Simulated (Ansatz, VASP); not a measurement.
# Cross-check of GaNi between VASP and Ansatz, part 2 of 2

One calculation is typed for both programs; each brings its own data sets. How far apart do they land? The cell is taken from a series of runs on this material, whose earlier steps may have relaxed, scaled, displaced or heated it; both programs get it as it stands.

VASP 6.6.1 and Ansatz 0.2.0.

So far: The starting structure; VASP: relaxation of cell and atoms, PBEsol; Ansatz: relaxation of cell and atoms, PBEsol; Differences.

**5. VASP: zone-centre phonons, PBEsol**

Level of this step: PBEsol, no spin polarisation; plane waves and PAW (Ga_d, Ni) (VASP).

Second derivatives magnify differences that forces hide, and they need a tight electronic threshold.

Contents of INCAR:

```
SYSTEM = GaNi
PREC = Accurate
ENCUT = 600
EDIFF = 1E-08
NELM = 120
ISMEAR = 1
SIGMA = 0.15
LREAL = .FALSE.
ALGO = Normal
GGA = PS
NBANDS = 17
LASPH = .TRUE.
LORBIT = 11
LWAVE = .FALSE.
LCHARG = .FALSE.
ISIF = 2
IBRION = 8
GGA_COMPAT = .FALSE.
KPAR = 2
```

Contents of POSCAR:

```
GaNi
1.0
    2.8728911496      0.0000000000      0.0000000000
    0.0000000000      2.8728911496      0.0000000000
    0.0000000000      0.0000000000      2.8728911496
Ga Ni
1 1
Direct
    0.0000000000      0.0000000000      0.0000000000
    0.5000000000      0.5000000000      0.5000000000
```

Contents of KPOINTS:

```
Automatic mesh
0
Gamma
16 16 16
0 0 0
```

Potentials, in the order of the species: Ga_d and Ni (PBE family, release 64).

On the command line:

```
> mpirun -np 2 vasp_std
```

Numbers of over 12 decimals in the logs are rounded to 6 here.

Output:

```text
[banner, memory and clock lines left out]
running    2 mpi-ranks, on    1 nodes
[...]
[... a notice as in an earlier step ...]

 LDA part: xc-table for (Slater+PW92), standard interpolation
 POSCAR, INCAR and KPOINTS ok, starting setup
[...]
entering main loop
       N       E                     dE             d eps       ncg     rms          rms(c)
DAV:   1     0.958521543490E+02    0.95852E+02   -0.12625E+04  6370   0.266E+03
DAV:   2    -0.662112202435E+01   -0.10247E+03   -0.99531E+02  5789   0.333E+02
DAV:   3    -0.113576384496E+02   -0.47365E+01   -0.46994E+01  6384   0.762E+01
DAV:   4    -0.114130217573E+02   -0.55383E-01   -0.55360E-01  6869   0.797E+00
[...]
DAV:  13    -0.103301240430E+02    0.74364E-07   -0.50329E-08  6460   0.275E-03    0.160E-03
DAV:  14    -0.103301239347E+02    0.10825E-06   -0.51004E-08  5300   0.333E-03    0.181E-04
DAV:  15    -0.103301239443E+02   -0.96197E-08   -0.44918E-09  3228   0.652E-04
   1 F= -.10330124E+02 E0= -.10330325E+02  d E =0.604322E-03
[...]
RMM:  12    -0.160084580577E+00    0.12904E-07   -0.35980E-08 30924   0.371E-04    0.158E-06
RMM:  13    -0.160084564794E+00    0.15783E-07   -0.32642E-08 30918   0.273E-04    0.509E-07
RMM:  14    -0.160084567170E+00   -0.23758E-08   -0.33104E-08 27277   0.221E-04    0.525E-07
 first order change of Fermi-energy  -0.21289E-03
 force on displaced ion       1 direction 1 :  -5.380   0.000   0.000
 Linear response progress:
  Degree of freedom:   2/  2
       N       E                     dE             d eps       ncg     rms          rms(c)
RMM:   1    -0.187160353628E+00   -0.18716E+00   -0.10426E-01 23638   0.241E+00
RMM:   2    -0.185358523140E+00    0.18018E-02   -0.31467E-03 25651   0.497E-01    0.109E-01
RMM:   3    -0.185376458479E+00   -0.17935E-04   -0.27519E-04 26836   0.138E-01    0.653E-02
RMM:   4    -0.185709142596E+00   -0.33268E-03   -0.13282E-04 27209   0.903E-02    0.581E-03
[...]
RMM:  13    -0.185706331290E+00    0.15220E-07   -0.66759E-08 29239   0.169E-04    0.246E-06
RMM:  14    -0.185706347616E+00   -0.16327E-07   -0.66743E-08 26608   0.165E-04    0.851E-07
RMM:  15    -0.185706351027E+00   -0.34103E-08   -0.66750E-08 22069   0.164E-04    0.478E-07
 first order change of Fermi-energy   0.24478E-02
 force on displaced ion       2 direction 1 :  -5.369   0.000  -0.000
 Linear response finished
```

From OUTCAR (step 5):

```text
  Total        0.0291234      0.0291234      0.0291234     -0.0000000      0.0000000     -0.0000000
  in kB        1.9678662      1.9678662      1.9678662     -0.0000000      0.0000000     -0.0000000
  external PRESSURE =       1.9678662 kB  Pullay stress =       0.0000000 kB

 POSITION                                       TOTAL-FORCE (eV/Angst)
 -----------------------------------------------------------------------------------
      0.00000      0.00000      0.00000         0.000000      0.000000      0.000000
      1.43645      1.43645      1.43645         0.000000      0.000000      0.000000
 -----------------------------------------------------------------------------------
    total drift:                                0.000000      0.000000     -0.000000

[... 1 part as in an earlier step ...]

[... 1 further part left out ...]
```

**6. Ansatz: zone-centre phonons, PBEsol**

The same cell, functional, mesh and smearing now go to Ansatz, which takes its cutoff from its data sets.

The cell is taken from a series of runs on this material, whose earlier steps may have relaxed, scaled, displaced or heated it; both programs get it as it stands.

Contents of input.yaml:

```yaml
crystal:
  lattice:
    - [2.8728911496, 0.0, 0.0]
    - [0.0, 2.8728911496, 0.0]
    - [0.0, 0.0, 2.8728911496]
  atoms:
    - { symbol: Ga, position: [0.0, 0.0, 0.0] }
    - { symbol: Ni, position: [0.5, 0.5, 0.5] }
kpoints:
  mp_grid: { grid: [16, 16, 16] }
hamiltonian:
  xc: pbesol
scf:
  occupations: { method: methfessel_paxton, width: 0.15 }
output:
  eigenvalues: true
phonons:
  method: dfpt
```

On the command line:

```
> ansatz run input.yaml --threads 4 --pin off --max-ram 7168MiB --backend cpu --events-out ev --progress --plain --runs-dir out
```

Output:

```text
[...]
Crystal: 2 atoms, lattice volume = 23.711 Å³
Basis set: ecut = 420 eV, 461 PW (Γ), exchange–correlation on 40×40×40 points (8 copies of the dense FFT grid, shifted against one another)
Bands: 20, of which v1, the nominal top of the filled ones, is band 16 counted from 1 (15 counted from 0)
Symmetry: 48 space group operations
k-points: 405 of 4096 (irreducible under 8 space group operations, time reversal used)
[...]
k mesh reduced under 8 symmetry operations, with k and −k counted as one. Each operation leaves every solved perturbation unchanged. A smaller set is not used because it would not reduce the number of displacements times k-points to solve
  ASR residual: 1.127e-4 → 0.000e0 eV/Å²; symmetrization residual: 2.376e-6 eV/Å²
  ASR residual per site (eV/Å²): 2.81e-5 1.13e-4
  Γ frequencies (cm⁻¹): 0.00 0.00 0.00 212.48 212.48 212.48
  non-analytic LO–TO correction: not included (Born effective charges unavailable; polar crystals: no LO–TO splitting at Γ)
[key lines of the parts left out:]
SCF converged after 8 iterations
Free energy (F): -9549.000994 eV
Fermi energy:    16.825831 eV
```

**7. Comparison**

What differs besides the data sets and the points named for the pairs above, as far as they apply: the data sets hold 31 valence electrons in Ansatz (on its default PAW (the set named soft_2) files) and 23 in VASP. Total energies have different zeros and are not compared.

The two programs side by side:

| quantity | Ansatz | VASP | difference |
| --- | --- | --- | --- |
| optical mode 1 to 3 (cm⁻¹) | 212.5 | 214.1 | -0.78 % |

Modes are paired by rising frequency, not by their patterns, so a pair may set unlike modes beside each other; they are those without the splitting of longitudinal modes.

**8. What came out**

| Item | Value |
| --- | --- |
| difference in volume (relaxation of cell and atoms, PBEsol) | -0.10 % |
| r.m.s. difference of the optical zone-centre modes, each program's sorted by frequency (zone-centre phonons, PBEsol) | 1.7 cm⁻¹ |
| difference in optical mode 1 to 3 (zone-centre phonons, PBEsol) | -0.8 % |

**Reading.** The difference in volume is -0.10 % (relaxation of cell and atoms, PBEsol), within the 1.2 % picked in this series as the mark of a large difference, as far as the stopping tolerances let one tell. The data sets hold unlike numbers of valence electrons (31 in Ansatz and 23 in VASP), so part of the differences comes from the potentials. Among the rows given in per cent, the largest difference of the zone-centre phonons, PBEsol pair is in optical mode 1 to 3, -0.8 %. How closely two codes agree says nothing of how well the functional describes the real material.

[Lines on the potential files, build, host, timing and source positions are cut from VASP's logs without a mark.]

[Logs are printed without paths, hosts, clocks, repeated set-up lines and the standing remarks that a program may print on its own settings, such as how far it seeks lower states.]

[Hosts, paths, dates, database ids (printed as entryN), source tags and the programs' standing remarks are cut or masked in the printed files.]
